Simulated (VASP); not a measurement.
# LiCe3 under changes of volume

One of the cells (27.120 Å³/atom); the others are scaled copies at fixed shape and fractional positions:

```xyz
4
Lattice="4.7692 0.0000 0.0000 0.0000 4.7692 0.0000 0.0000 0.0000 4.7692" Properties=species:S:1:pos:R:3 pbc="T T T"
Ce    2.3846    0.0000    2.3846
Ce    0.0000    2.3846    2.3846
Ce    2.3846    2.3846    0.0000
Li    0.0000    0.0000    0.0000
```

The cell comes from a database or a generator and needn't be the stable form of this composition.

```yaml
Program: VASP 6.6.1
Functional: PBE
Potentials_or_basis: VASP PAW PBE potentials, release 64 (Ce, Li_sv)
Cutoff: 520 eV
k_mesh: 6 × 6 × 6
Occupations: fermi-dirac, width 0.05 eV
Spin: collinear spin, ferromagnetic start
Starting_moments: "[1.0, 1.0, 1.0, 0.0] μB"
```

| volume (Å³/atom) | energy over the lowest point (meV/atom) | moment (μB per cell) |
| --- | --- | --- |
| 24.993 | 6.21 | 1.95 |
| 25.525 | 2.33 | 2.15 |
| 26.056 | ? | ? |
| 27.120 | 0.00 | 2.77 |
| 27.652 | 1.77 | 2.98 |
| 28.184 | 4.63 | 3.18 |

**Question.** What does the run at 26.056 Å³/atom give?

**Answer.** Energy over the lowest point 0.10 meV/atom; moment 2.35 μB per cell.

Worked out: A Birch-Murnaghan fit of order 3 (a polynomial in V^(-2/3)) to the other rows has its minimum at 26.60 Å³/atom with B0 = V·E''(V) = 19.9 GPa and B' = 4.6. It gives 0.12 meV/atom at 26.056 Å³/atom, against the run's 0.10. A straight line through the other rows of the moment, of slope 0.387 μB per Å³/atom, gives 2.36 μB, against the run's 2.35.

Energies are extrapolated to zero smearing.

Caveats: the cutoff is under 1.25 times the usual one of these potentials, so pressure, stress and relaxed cells hold a basis-set (Pulay) error; the magnetic or orbital state may not be the lowest; without U or exact exchange the open f shell lies at the Fermi level, which spoils levels, moments and volumes.
